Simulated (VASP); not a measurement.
```
AgCl
1.0
    0.00000     2.42347     2.42347
    2.42347     0.00000     2.42347
    2.42347     2.42347     0.00000
Ag Cl
1 1
Cartesian
  0.00000   0.00000   0.00000
  2.42347   2.42347   2.42347
```

Calculation: LDA (Ceperley-Alder, Perdew-Zunger), VASP's LDA PAW potentials (set 64) (plane waves; VASP). Settings: 500 eV cut-off, 9×9×9 Γ-centred mesh, Gaussian smearing of 0.050 eV, potentials Ag Cl.

### Question
Estimate the energy per atom (σ→0), pressure.

### Answer

The energy per atom (σ→0) comes out as -2.880 eV/atom. The pressure is 44.91 GPa.

Total energies compare only between runs with the same potentials, cut-off and functional.

The compound is AgCl in the rock salt structure. It was relaxed first under an external pressure of 45 GPa.
